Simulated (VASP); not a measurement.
# Mg6MnNb (Amm2) in VASP: reference runs

Reference runs on Mg6MnNb: the cell as given and a disturbed copy.

All numbers are computed with VASP 6.6.1; they aren't measurements. Logs are shortened: lines on timing, memory, paths and dates and some standing lists are left out, and cuts for length are marked.

### Step 1. Starting point

It takes space group Amm2 (No. 38, orthorhombic). The conventional cell has a = 4.827 Å, b = 6.047 Å, c = 11.066 Å, α = 90.00°, β = 90.00°, γ = 90.00°. Nb (site symmetry mm2) has 2 Mn at 2.73 Å and 8 Mg at 2.97 to 3.07 Å as nearest neighbours. Around Mn (site symmetry mm2) lie 2 Nb at 2.73 Å and 8 Mg at 2.90 to 3.11 Å. Around Mg (site symmetry mm2) lie 10 Mg at 2.99 to 3.22 Å and 2 Nb at 3.03 Å. Mg (site symmetry m) is surrounded by 8 Mg at 2.93 to 3.22 Å and 2 Nb at 2.97 to 3.34 Å and 2 Mn at 3.11 Å. Mg (site symmetry mm2) is surrounded by 10 Mg at 2.99 to 3.17 Å and 2 Mn at 3.03 Å. Around Mg (site symmetry m) lie 1 Mn at 2.90 Å and 8 Mg at 2.92 to 3.17 Å and 2 Nb at 3.07 Å.

The cell comes from a database or a generator and needn't be the stable form of this composition.

### Step 2. Single point, PBE, collinear spin, ferromagnetic start

Contents of INCAR:

```
ALGO = Normal ; EDIFF = 1E-7
ENCUT = 520 ; GGA = PE
ISIF = 2 ; ISMEAR = -1
ISPIN = 2 ; LASPH = True
LCHARG = False ; LMAXMIX = 4
LORBIT = 11 ; LREAL = False
LWAVE = False ; MAGMOM = 0 4 0 0 0 0 0 0
NBANDS = 33 ; NELM = 120
PREC = Accurate ; SIGMA = 0.05
```

Contents of KPOINTS:

```
k-points
0
Gamma
  6 5 5
```

Contents of POSCAR:

```
Mg6MnNb
1.0
    4.8272870000      0.0000000000      0.0000000000
    0.0000000000      3.0234525000      5.5327540000
    0.0000000000     -3.0234525000      5.5327540000
Nb Mn Mg
1 1 6
Direct
    0.5000000000      0.6903880000      0.6903880000
    0.0000000000      0.8059400000      0.8059400000
    0.5000000000      0.1688160000      0.1688160000
    0.5000000000      0.6812640000      0.1660240000
    0.5000000000      0.1660240000      0.6812640000
    0.0000000000      0.3282790000      0.3282790000
    0.0000000000      0.8208060000      0.3384840000
    0.0000000000      0.3384840000      0.8208060000
```

Potentials or basis: VASP PAW PBE potentials, release 64 (Nb_sv, Mn_pv, Mg).

Run with:

```console
> cat potpaw_PBE.64/Nb_sv/POTCAR potpaw_PBE.64/Mn_pv/POTCAR potpaw_PBE.64/Mg/POTCAR > POTCAR
> mpirun -np 1 vasp_std > vasp.out
```

OUTCAR:

```text
EDIFF = 1E-7
   ENCUT = 520
   GGA = PE
   ISIF = 2
   ISMEAR = -1
   ISPIN = 2
   LASPH = True
   LORBIT = 11
   LREAL = False
   NELM = 120
   PREC = Accurate

 ion  position               nearest neighbor table
   1  0.500  0.690  0.690-   2 2.73   2 2.73   5 2.97   4 2.97   3 3.03   3 3.03   8 3.07   7 3.07
                             7 3.07   8 3.07   5 3.34   4 3.34
   2  0.000  0.806  0.806-   1 2.73   1 2.73   8 2.90   7 2.90   6 3.03   6 3.03   5 3.11   4 3.11
                             4 3.11   5 3.11   8 3.41   7 3.41
   3  0.500  0.169  0.169-   6 2.99   6 2.99   1 3.03   1 3.03   8 3.04   7 3.04   7 3.04   8 3.04
                             4 3.08   5 3.08   4 3.22   5 3.22
   4  0.500  0.681  0.166-   5 2.93   1 2.97   7 2.97   7 2.97   6 3.06   6 3.06   3 3.08   2 3.11
                             2 3.11   5 3.12   3 3.22   1 3.34
   5  0.500  0.166  0.681-   4 2.93   1 2.97   8 2.97   8 2.97   6 3.06   6 3.06   3 3.08   2 3.11
                             2 3.11   4 3.12   3 3.22   1 3.34
   6  0.000  0.328  0.328-   3 2.99   3 2.99   2 3.03   2 3.03   5 3.06   4 3.06   4 3.06   5 3.06
                             8 3.14   7 3.14   7 3.17   8 3.17
   7  0.000  0.821  0.338-   2 2.90   8 2.92   4 2.97   4 2.97   3 3.04   3 3.04   1 3.07   1 3.07
                             8 3.13   6 3.14   6 3.17   2 3.41
   8  0.000  0.338  0.821-   2 2.90   7 2.92   5 2.97   5 2.97   3 3.04   3 3.04   1 3.07   1 3.07
                             7 3.13   6 3.14   6 3.17   2 3.41

  LATTYP: Found a base centered orthorhombic cell.
 ALAT       =     6.0469050000
 B/A-ratio  =     1.8299457326
 C/A-ratio  =     0.7983070678

  Lattice vectors:

 A1 = (   0.0000000000,   3.0234525000,  -5.5327540000)
 A2 = (   0.0000000000,   3.0234525000,   5.5327540000)
 A3 = (   4.8272870000,   0.0000000000,   0.0000000000)

Analysis of symmetry for initial positions (statically):
=====================================================================
 Subroutine PRICEL returns:
 Original cell was already a primitive cell.

 Routine SETGRP: Setting up the symmetry group for a
 base centered orthorhombic supercell.

 Subroutine GETGRP returns: Found  4 space group operations
 (whereof  4 operations were pure point group operations)
 out of a pool of  8 trial point group operations.

The static configuration has the point symmetry C_2v.

Analysis of symmetry for dynamics (positions and initial velocities):
=====================================================================
 Subroutine PRICEL returns:
 Original cell was already a primitive cell.

 Routine SETGRP: Setting up the symmetry group for a
 base centered orthorhombic supercell.

[... 175 lines left out ...]
  free energy    TOTEN  =       -26.72307668 eV

  energy without entropy =      -26.68683993  energy(sigma->0) =      -26.70495831

 E-fermi :   4.0963     XC(G=0):  -9.4644

 val. band max:        4.0874960196   @ k =   0.1667   0.4000   0.4000
 cond. band min:       4.1141828660   @ k =   0.3333  -0.2000   0.2000
 fundamental gap:      0.0266868464
 Fermi energy:         4.0962891527

 spin component 1

 k-point     1 :       0.0000    0.0000    0.0000
  band No.  band energies     occupation
      1     -50.4164      1.00000
      2     -45.5929      1.00000
      3     -45.5545      1.00000
      4     -45.4052      1.00000
      5     -26.4999      1.00000
      6     -26.4303      1.00000
[... 805 lines left out ...]
     30       9.3216      0.00000
     31       9.5326      0.00000

 [... further k-points ...]

 spin component 2

 k-point     1 :       0.0000    0.0000    0.0000
  band No.  band energies     occupation
      1     -50.8350      1.00000
      2     -42.0649      1.00000
      3     -42.0143      1.00000
      4     -42.0040      1.00000
      5     -26.9575      1.00000
      6     -26.9441      1.00000
[... 805 lines left out ...]
     30       9.4042      0.00000
     31       9.5734      0.00000

 [... further k-points ...]

 [bands above 31 left out]

------------------------ aborting loop because EDIFF is reached ----------------------------------------

  FORCE on cell =-STRESS in cart. coord.  units (eV):
  Direction    XX          YY          ZZ          XY          YZ          ZX
  --------------------------------------------------------------------------------------
  -------------------------------------------------------------------------------------
  Total       -0.3243965     -0.0163946     -0.0630706      0.0000000      0.0000000      0.0000000
  in kB       -3.2181713     -0.1626424     -0.6256912      0.0000000      0.0000000      0.0000000
  external PRESSURE =      -1.3355016 kB  Pullay stress =       0.0000000 kB

 VOLUME and BASIS-vectors are now :
 -----------------------------------------------------------------------------
  energy-cutoff  :      520.00
  volume of cell :      161.50
      direct lattice vectors                 reciprocal lattice vectors
     4.827287000  0.000000000  0.000000000     0.207155696  0.000000000  0.000000000
     0.000000000  3.023452500  5.532754000     0.000000000  0.165373857  0.090370908
     0.000000000 -3.023452500  5.532754000     0.000000000 -0.165373857  0.090370908

 POSITION                                       TOTAL-FORCE (eV/Angst)
 -----------------------------------------------------------------------------------
      2.41364      0.00000      7.63949         0.000000     -0.000000      0.030601
      0.00000      0.00000      8.91814         0.000000     -0.000000      0.025052
      2.41364      0.00000      1.86803         0.000000     -0.000000      0.027600
      2.41364      1.55780      4.68784         0.000000     -0.049288      0.020202
      2.41364     -1.55780      4.68784         0.000000      0.049288      0.020202
      0.00000      0.00000      3.63257         0.000000     -0.000000     -0.055221
      0.00000      1.45828      6.41407         0.000000     -0.002220     -0.034218
      0.00000     -1.45828      6.41407         0.000000      0.002220     -0.034218
 -----------------------------------------------------------------------------------
    total drift:                                0.000000     -0.000000     -0.001476

  FREE ENERGIE OF THE ION-ELECTRON SYSTEM (eV)
  ---------------------------------------------------
  free  energy   TOTEN  =       -26.7230766849 eV

  energy  without entropy=      -26.6868399294  energy(sigma->0) =      -26.70495831

 total charge

# of ion       s       p       d       tot
------------------------------------------
    1        2.180   5.957   2.452  10.589
    2        0.331   6.190   4.954  11.475
    3        0.220   0.157   0.015   0.392
    4        0.212   0.150   0.016   0.377
    5        0.212   0.150   0.016   0.377
    6        0.208   0.134   0.016   0.357
    7        0.215   0.150   0.017   0.382
    8        0.215   0.150   0.017   0.382
--------------------------------------------------
tot          3.791  13.039   7.502  24.332

 magnetization (x)

# of ion       s       p       d       tot
------------------------------------------
    1       -0.018  -0.006  -0.623  -0.647
    2        0.040   0.024   3.263   3.327
    3        0.007   0.006  -0.001   0.012
    4       -0.001  -0.001  -0.001  -0.003
    5       -0.001  -0.001  -0.001  -0.003
    6       -0.013  -0.000   0.000  -0.013
    7       -0.002  -0.005  -0.001  -0.008
    8       -0.002  -0.005  -0.001  -0.008
--------------------------------------------------
tot          0.008   0.010   2.637   2.656
```

OSZICAR:

```text
N       E                     dE             d eps       ncg     rms          rms(c)
DAV:   1     0.239394365328E+03    0.23939E+03   -0.17972E+04  5328   0.101E+03
DAV:   2    -0.868025799324E+01   -0.24807E+03   -0.23654E+03  5339   0.288E+02
DAV:   3    -0.271580087902E+02   -0.18478E+02   -0.17413E+02  7884   0.656E+01
DAV:   4    -0.285678797170E+02   -0.14099E+01   -0.13887E+01  6636   0.146E+01
DAV:   5    -0.286264872132E+02   -0.58607E-01   -0.58501E-01  7424   0.294E+00    0.152E+01
DAV:   6    -0.430117414145E+02   -0.14385E+02   -0.73948E+01  5340   0.513E+01    0.477E+01
DAV:   7    -0.264130997007E+02    0.16599E+02   -0.26386E+01  5796   0.423E+01    0.616E+00
DAV:   8    -0.266719974758E+02   -0.25890E+00   -0.20893E+00  5685   0.682E+00    0.406E+00
DAV:   9    -0.266970747227E+02   -0.25077E-01   -0.38784E-01  6243   0.396E+00    0.223E+00
DAV:  10    -0.267186097314E+02   -0.21535E-01   -0.89807E-02  6308   0.153E+00    0.739E-01
DAV:  11    -0.267224160388E+02   -0.38063E-02   -0.30836E-02  6675   0.887E-01    0.414E-01
DAV:  12    -0.267230461647E+02   -0.63013E-03   -0.63442E-03  6350   0.404E-01    0.160E-01
DAV:  13    -0.267229993512E+02    0.46814E-04   -0.10751E-03  6869   0.165E-01    0.869E-02
DAV:  14    -0.267230702480E+02   -0.70897E-04   -0.34499E-04  6043   0.847E-02    0.606E-02
DAV:  15    -0.267230741837E+02   -0.39358E-05   -0.96367E-05  5917   0.493E-02    0.188E-02
DAV:  16    -0.267230765251E+02   -0.23414E-05   -0.12799E-05  6732   0.191E-02    0.728E-03
DAV:  17    -0.267230767204E+02   -0.19532E-06   -0.17779E-06  6639   0.813E-03    0.387E-03
DAV:  18    -0.267230766849E+02    0.35502E-07   -0.23760E-07  4120   0.281E-03
   1 F= -.26723077E+02 E0= -.26704958E+02  d E =-.362368E-01  mag=     2.5250
```

stdout:

```text
POSCAR found type information on POSCAR NbMnMg
 POSCAR found :  3 types and       8 ions
 scaLAPACK will be used
 LDA part: xc-table for (Slater+PW92), standard interpolation
 POSCAR, INCAR and KPOINTS ok, starting setup
 FFT: planning ... GRIDC
 FFT: planning ... GRID_SOFT
 FFT: planning ... GRID
 WAVECAR not read
 entering main loop
```

It took 4.3 min on 1 thread of Intel Xeon 6975P-C (Granite Rapids), shared host; peak memory 0.53 GiB.

What came out:

* Free energy: -26.7231 eV
* Pressure: -0.1 GPa
* Largest force: 0.055 eV/Å
* Band gap on the k mesh: none (metal or under the smearing width)
* Net moment: 2.53 μB per cell
* Site moments: Nb -0.65; Mn +3.33; Mg +0.01, -0.00, -0.01 μB
* Valence electrons inside the program's atomic spheres: Nb 10.59; Mn 11.47; Mg 0.39, 0.38, 0.36

Forces in eV/Å, atoms in the order of the input:
```
Nb   0.000  0.000  0.031
Mn   0.000  0.000  0.025
Mg   0.000  0.000  0.028
Mg   0.000 -0.049  0.020
Mg   0.000  0.049  0.020
Mg   0.000  0.000 -0.055
Mg   0.000 -0.002 -0.034
Mg   0.000  0.002 -0.034
```

### Step 3. Single point, PBE, collinear spin, ferromagnetic start (atoms moved at random, drawn with an rms of 0.05 Å)

Contents of INCAR:

```
PREC = Accurate
ENCUT = 520
EDIFF = 1E-7
ISMEAR = -1
SIGMA = 0.05
LREAL = False
LASPH = True
NELM = 150
ALGO = Normal
ISIF = 2
LWAVE = False
LCHARG = False
ISPIN = 2
MAGMOM = 0 4 0 0 0 0 0 0
LORBIT = 11
LMAXMIX = 4
GGA = PE
NBANDS = 33
```

Contents of KPOINTS:

```
regular mesh
0
Gamma
  6 5 5
```

Contents of POSCAR:

```
Mg6MnNb
1.0
    4.8272870000      0.0000000000      0.0000000000
    0.0000000000      3.0234525000      5.5327540000
    0.0000000000     -3.0234525000      5.5327540000
Nb Mn Mg
1 1 6
Direct
    0.5018870000      0.6883350000      0.6846220000
    0.0014130000      0.8106970000      0.8117390000
    0.5020460000      0.1669670000      0.1694270000
    0.5026190000      0.6776520000      0.1664390000
    0.4884590000      0.1712830000      0.6758990000
   -0.0001750000      0.3211410000      0.3408050000
   -0.0067640000      0.8230540000      0.3377630000
    0.0027080000      0.3401520000      0.8169730000
```

Potentials or basis: VASP PAW PBE potentials, release 64 (Nb_sv, Mn_pv, Mg).

Run with:

```console
> cat potpaw_PBE.64/Nb_sv/POTCAR potpaw_PBE.64/Mn_pv/POTCAR potpaw_PBE.64/Mg/POTCAR > POTCAR
> mpirun -np 1 vasp_std > vasp.out
```

Wall time 7.2 min (1 thread of Intel Xeon 6975P-C (Granite Rapids), shared host); peak memory 0.78 GiB.

The run converged. Its results:

- Free energy: -26.6842 eV
- Pressure: -0.2 GPa
- Largest force: 0.323 eV/Å
- Band gap on the k mesh: none (metal or under the smearing width)
- Net moment: 2.52 μB per cell
- Site moments: Nb -0.69; Mn +3.39; Mg +0.01, -0.00, -0.01 μB
- Valence electrons inside the program's atomic spheres: Nb 10.58; Mn 11.46; Mg 0.39, 0.38, 0.36

Forces in eV/Å, atoms in the order of the input:
```
Nb  -0.068 -0.015  0.315
Mn  -0.034 -0.056 -0.222
Mg  -0.075  0.109  0.007
Mg  -0.096  0.076  0.012
Mg   0.263 -0.178  0.011
Mg  -0.058  0.164 -0.178
Mg   0.206 -0.014 -0.068
Mg  -0.136 -0.085  0.124
```

Stress tensor (GPa, compression positive):
```
-0.10 -0.17 -0.08
-0.17  0.21 -0.19
-0.08 -0.19 -0.63
```

Levels at points of the mesh, in eV from the Fermi level:
Spin up:
| k point | band 16 | band 17 | band 18 | band 19 | band 20 | band 21 | band 22 | band 23 | band 24 | band 25 |
| --- | --- | --- | --- | --- | --- | --- | --- | --- | --- | --- |
| (0.00, 0.00, 0.00) | -1.95 | -1.45 | -1.19 | -1.08 | -0.86 | 0.10 | 0.20 | 0.54 | 1.41 | 1.67 |
| (0.50, 0.00, 0.00) | -1.19 | -1.17 | -1.01 | -0.89 | -0.83 | -0.33 | -0.04 | 0.25 | 0.65 | 0.73 |
Spin down:
```csv
k point,band 16,band 17,band 18,band 19,band 20,band 21
"(0.00, 0.00, 0.00)",-0.87,-0.73,-0.50,0.41,0.63,0.85
"(0.50, 0.00, 0.00)",-0.89,-0.71,-0.54,-0.42,-0.25,-0.06
```
